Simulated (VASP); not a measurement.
A cell of Si (diamond) near equilibrium:

```yaml
crystal:
  lattice:
    - [0.00000, 2.71981, 2.71981]
    - [2.71981, 0.00000, 2.71981]
    - [2.71981, 2.71981, 0.00000]
  atoms:
    - { symbol: Si, position: [0.00000, 0.00000, 0.00000] }
    - { symbol: Si, position: [0.25000, 0.25000, 0.25000] }
```

All values below come from r2SCAN meta-GGA, VASP's PBE PAW potentials (set 64) (plane waves; VASP).

```json
[
 {"run": "as it is", "ΔE (meV/atom)": "0.0", "σxx": "0.02", "σyy": "0.02", "σzz": "0.02", "largest shear component, with its sign (GPa)": "0.00", "largest force (eV/Å)": "0.000", "gap (eV)": "0.82"},
 {"run": "after one change", "ΔE (meV/atom)": "19.5", "σxx": "-0.02", "σyy": "0.35", "σzz": "0.35", "largest shear component, with its sign (GPa)": "2.84", "largest force (eV/Å)": "1.038", "gap (eV)": "0.36"}
]
```
Stress is in GPa, positive when the cell is compressed; gaps are those on the k-mesh, and 0.00 means metallic.

Q: Name the change that produced these shifts.
A) atom 2 (Si) moved by 0.050 Å along y
B) atom 2 (Si) moved by -0.075 Å along x
C) isotropic strain of +2.0 %
D) uniaxial strain of -0.5 % along z

A: B, atom 2 (Si) moved by -0.075 Å along x

The compound is Si in the diamond structure.
